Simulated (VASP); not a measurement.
Set up this calculation in VASP 6.6.1, as the native input.

```yaml
Task: relaxation of cell and atoms
Functional: PW91
Potentials_or_basis: VASP PAW PBE potentials, release 64 (Ag, B)
Cutoff: 600 eV
k_mesh: 10 × 10 × 8
Occupations: fermi-dirac, width 0.05 eV
Spin: no spin polarisation
Further_INCAR_settings: ALGO = Normal; EDIFF = 1e-06; IBRION = 2; EDIFFG = -0.02; NSW = 40; ISIF = 3
```

The structure of AgB2 lies in POSCAR:

```
AgB2
1.0
    3.0000000000      0.0000000000      0.0000000000
   -1.5000000000      2.5980762114      0.0000000000
    0.0000000000      0.0000000000      3.2400000000
Ag B
1 2
Direct
    0.0000000000      0.0000000000      0.0000000000
    0.6666666667      0.3333333333      0.5000000000
    0.3333333333      0.6666666667      0.5000000000
```

One way to write it, as run:

INCAR

```
SYSTEM = AgB2
ALGO = Normal
EDIFF = 1E-6
EDIFFG = -0.02
ENCUT = 600
GGA = 91
IBRION = 2
ISIF = 3
ISMEAR = -1
LASPH = .True.
LCHARG = .False.
LREAL = .False.
LWAVE = .False.
NELM = 80
NSW = 40
PREC = Accurate
SIGMA = 0.05
```

KPOINTS

```
k-points
0
Gamma
  10 10 8
  0 0 0
```

Potentials or basis: VASP PAW PBE potentials, release 64 (Ag, B).

Run with:

```bash
$ cat potpaw_PBE.64/Ag/POTCAR potpaw_PBE.64/B/POTCAR > POTCAR
$ mpirun -np 1 vasp_std > vasp.out
```

It gave:

The relaxed volume is 10.76 Å³/atom, the relaxed cell is a = 3.016 Å, b = 3.016 Å, c = 4.098 Å, α = 90.00°, β = 90.00°, γ = 120.00° and the space group after relaxing (to 0.05 Å) is P6/mmm (No. 191). The energy gained by relaxing is 453.7 meV/atom, the ionic steps are 9 and the pressure after relaxing is 0.1 GPa. The band gap on the k mesh is none (metal or under the smearing width).

Caveat: the volume moved by over 15 % at a fixed basis, so the end points are rough; the PAW data sets were made with another functional, which shifts forces and pressure a little.

Wall time 110 s on 1 thread of Intel(R) Xeon(R) Platinum 8559C (Emerald Rapids) (shared host), peak memory 0.16 GiB.
